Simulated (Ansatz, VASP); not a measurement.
# TiSeS: VASP beside Ansatz, part 2 of 2

Aim: how closely do two programs agree when they are given the same cell, functional and k mesh? Of the first pair: The structure shown is the start of the Ansatz relaxation below; VASP solves that cell, so the two are compared at the walk's first step.

VASP 6.6.1 and Ansatz 0.2.0.

So far. Step 3 (VASP: single point, LDA, start cell, pair 1): The run ends at a pressure of -1.94 GPa, with forces up to 1.8 eV/Å. Step 6 (VASP: single point, LDA, relaxed cell, pair 2): The run ends at a pressure of 0.00 GPa, with forces up to 0.042 eV/Å.

## (7) Differences

What differs besides the data sets and the points named for the pairs above, as far as they apply: the data sets hold 34 valence electrons in Ansatz (on its default PAW (the set named soft_2) files) and 24 in VASP; the cutoff is 420 eV in Ansatz and 400 eV in VASP. Total energies have different zeros and are not compared.

At this near-relaxed geometry the largest component of a force difference is 43 meV/Å. With vacuum in the cell, a pressure given here is an average over mostly empty space and none of the material.

## (8) Ansatz: relaxation, LDA

The two programs are compared at the cell with which this relaxation starts, whose forces are those of its first step. This pair takes another cell of the material, with 6 atoms against 3 for the pair before.

The structure compared here is the start of the Ansatz relaxation; VASP solves that cell, so the two are compared at the walk's first step.

input.yaml

```yaml
crystal:
  lattice:
    - [3.3719743376, 0.0, 0.0]
    - [-1.0e-10, 5.8404308746, 0.0]
    - [0.0, 0.0, 30.0]
  atoms:
    - { symbol: Ti, position: [0.0118624865, 0.0, 0.3353054908] }
    - { symbol: Ti, position: [0.4881375135, 0.5, 0.3353054908] }
    - { symbol: S, position: [0.0022707956, 0.3333333333, 0.3799585079] }
    - { symbol: S, position: [0.4977292044, 0.8333333333, 0.3799585079] }
    - { symbol: Se, position: [0.4936665819, 0.1666666667, 0.281402668] }
    - { symbol: Se, position: [0.0063334181, 0.6666666667, 0.281402668] }
  periodic: [true, true, false]
kpoints:
  mp_grid: { grid: [10, 6, 1] }
hamiltonian:
  xc: lda
scf:
  occupations: { method: methfessel_paxton, width: 0.15 }
output:
  forces: true
  stress: true
  eigenvalues: true
  write_density: true
  write_potential: true
  elf: true
  volumetric_format: npy
relax:
  adjacent_minimum: "off"
  f_tol: 0.002
  max_steps: 120
  cell: { stress_2d_tol: 0.005 }
```

On the command line:

```console
ansatz run input.yaml --threads 8 --pin off --max-ram 14336MiB --backend cpu --events-out ev --progress --plain --runs-dir out
```

Numbers of over 12 decimals in the logs are rounded to 6 here.

Log:

```text
[...]
Crystal: 6 atoms, lattice volume = 590.813 Å³
Basis set: ecut = 420 eV, 11609 PW (Γ)
Bands: 41, of which v1, the nominal top of the filled ones, is band 34 counted from 1 (33 counted from 0)
Symmetry: 2 space group operations
[...]
k-points: 24 of 60 (time reversal used)
[...]
- [3.370666, 2.8856313929402732e-11, 0]
    - [-5.014854827766863e-11, 5.857783, 0]
    - [0, 0, 30.0]
  atoms:
    - { symbol: Ti, position: [0.00829899, 0.000315432, 0.335295] }
    - { symbol: Ti, position: [0.491701, 0.500315, 0.335295] }
    - { symbol: S, position: [0.00110246, 0.332565, 0.379877] }
    - { symbol: S, position: [0.498898, 0.832565, 0.379877] }
    - { symbol: Se, position: [0.495474, 0.167120, 0.281495] }
    - { symbol: Se, position: [0.00452555, 0.667120, 0.281495] }
[key lines of the parts left out:]
SCF converged after 8 iterations
Free energy (F): -17413.462378 eV
Fermi energy:    -5.629427 eV
P = ½ c Tr σ = -0.0003 N/m
```

## (9) VASP: single point, LDA, start cell, pair 3

The same cell, functional (in two slightly different forms), mesh and smearing now go to VASP, with its own data sets.

INCAR

```
SYSTEM = TiSeS
PREC = Accurate
ENCUT = 400
EDIFF = 1E-06
NELM = 120
ISMEAR = 1
SIGMA = 0.15
LREAL = .FALSE.
ALGO = Normal
GGA = CA
NBANDS = 30
LASPH = .TRUE.
LORBIT = 11
LWAVE = .FALSE.
LCHARG = .FALSE.
ISIF = 2
LDIPOL = .TRUE.
IDIPOL = 3
DIPOL = 0.5 0.5 0.332
LVHAR = .TRUE.
GGA_COMPAT = .FALSE.
NELMDL = -8
KPAR = 2
```

POSCAR

```
TiSeS
1.0
    3.3719740000      0.0000000000      0.0000000000
    0.0000000000      5.8404310000      0.0000000000
    0.0000000000      0.0000000000     30.0000000000
Ti S Se
2 2 2
Direct
    0.0118624877      0.0000000000      0.3353055000
    0.4881375123      0.4999999144      0.3353055000
    0.0022707767      0.3333332763      0.3799585000
    0.4977292233      0.8333333619      0.3799585000
    0.4936666178      0.1666666381      0.2814026667
    0.0063333822      0.6666667237      0.2814026667
```

KPOINTS

```
Automatic mesh
0
Gamma
10 6 1
0 0 0
```

Potentials, in the order of the species: Ti_sv, S and Se (LDA family, release 64).

On the command line:

```console
mpirun -np 2 vasp_std
```

Log:

```text
[banner, memory and clock lines left out]
running    2 mpi-ranks, on    1 nodes
[...]
LDA part: xc-table for (Slater(with rela. corr.)+CA(PZ))
 , standard interpolation
 POSCAR, INCAR and KPOINTS ok, starting setup
[...]
entering main loop
       N       E                     dE             d eps       ncg     rms          rms(c)
DAV:   1     0.393383177061E+03    0.39338E+03   -0.18595E+04  1824   0.100E+03
DAV:   2     0.159852596265E+02   -0.37740E+03   -0.36857E+03  1978   0.291E+02
DAV:   3    -0.422599494398E+02   -0.58245E+02   -0.57480E+02  2146   0.108E+02
DAV:   4    -0.477372928433E+02   -0.54773E+01   -0.54589E+01  2094   0.313E+01
[...]
DAV:  29    -0.420210702261E+02   -0.17475E-05   -0.53110E-08   720   0.108E-03    0.351E-04
DAV:  30    -0.420210718683E+02   -0.16422E-05   -0.39716E-08   762   0.647E-04    0.175E-04
DAV:  31    -0.420210722666E+02   -0.39830E-06   -0.11322E-08   720   0.400E-04
   1 F= -.42021072E+02 E0= -.42022220E+02  d E =0.344222E-02
```

Parts of OUTCAR (step 9):

```text
  Total        0.0208926      0.2820837      0.0415593      0.0000000     -0.1341986      0.0000000
  in kB        0.0566569      0.7649590      0.1127012      0.0000000     -0.3639219      0.0000000
  external PRESSURE =       0.3114390 kB  Pullay stress =       0.0000000 kB

 POSITION                                       TOTAL-FORCE (eV/Angst)
 -----------------------------------------------------------------------------------
      0.04000      0.00000     10.05916        -0.046991      0.020765     -0.007257
      1.64599      2.92022     10.05916         0.046991      0.020765     -0.007257
      0.00766      1.94681     11.39876        -0.035827     -0.034068      0.043031
      1.67833      4.86703     11.39876         0.035827     -0.034068      0.043031
      1.66463      0.97340      8.44208         0.017634      0.013302     -0.035774
      0.02136      3.89362      8.44208        -0.017634      0.013302     -0.035774
 -----------------------------------------------------------------------------------
    total drift:                                0.000274     -0.001021      0.001145

  FREE ENERGIE OF THE ION-ELECTRON SYSTEM (eV)
  ---------------------------------------------------
  free  energy   TOTEN  =       -42.0210722666 eV

  energy  without entropy=      -42.0245144876  energy(sigma->0) =      -42.02221967

[... 3 further parts left out ...]
[key lines of the parts left out:]
E-fermi :  -3.4378
```

The run ends at a pressure of 0.03 GPa, with forces up to 0.066 eV/Å.

## (10) Side by side

What differs besides the data sets and the points named for the pairs above, as far as they apply: the data sets hold 68 valence electrons in Ansatz (on its default PAW (the set named soft_2) files) and 48 in VASP. Total energies have different zeros and are not compared.

Forces (eV/Å; atoms numbered as in POSCAR):

```
atom         Ansatz x, y, z           VASP x, y, z
 Ti1  -0.040, 0.021, -0.019  -0.047, 0.021, -0.007
 Ti2   0.040, 0.021, -0.019   0.047, 0.021, -0.007
  S3  -0.034, -0.034, 0.012  -0.036, -0.034, 0.043
  S4   0.034, -0.034, 0.012   0.036, -0.034, 0.043
 Se5    0.014, 0.013, 0.007   0.018, 0.013, -0.036
 Se6   -0.014, 0.013, 0.007  -0.018, 0.013, -0.036
```

The forces differ by 18 meV/Å r.m.s., which is 58.8 % of the r.m.s. force of 0.031 eV/Å (both taken over all components). With vacuum in the cell, a pressure given here is an average over mostly empty space and none of the material.

## (11) Results

```yaml
r_m_s_force_difference_single_point_lda_start_cell_pair_1: 2.1 % of the r.m.s. force
r_m_s_force_difference_single_point_lda_relaxed_cell_pair_2: 18 meV/Å
r_m_s_force_difference_single_point_lda_start_cell_pair_3: 18 meV/Å
```

What this shows: The r.m.s. force difference is 18 meV/Å (single point, LDA, start cell, pair 3), beyond the 12 meV/Å picked in this series as the mark of a large difference. The data sets hold unlike numbers of valence electrons (34 in Ansatz and 24 in VASP and 68 in Ansatz and 48 in VASP), so part of the differences comes from the potentials. What causes the difference of the single point, LDA, relaxed cell, pair 2 pair stays open here. What causes the difference of the single point, LDA, start cell, pair 3 pair stays open here. 4 further runs of this series are not shown here. Such differences can come from data sets, numerical settings and the points named under the comparisons, not from the functional's error against experiment.

[Lines on the potential files, build, host, timing and source positions are cut from VASP's logs without a mark.]

[Logs are printed without paths, hosts, clocks, repeated set-up lines and the standing remarks that a program may print on its own settings, such as how far it seeks lower states.]

[Hosts, paths, dates, database ids (printed as entryN), source tags and the programs' standing remarks are cut or masked in the printed files.]
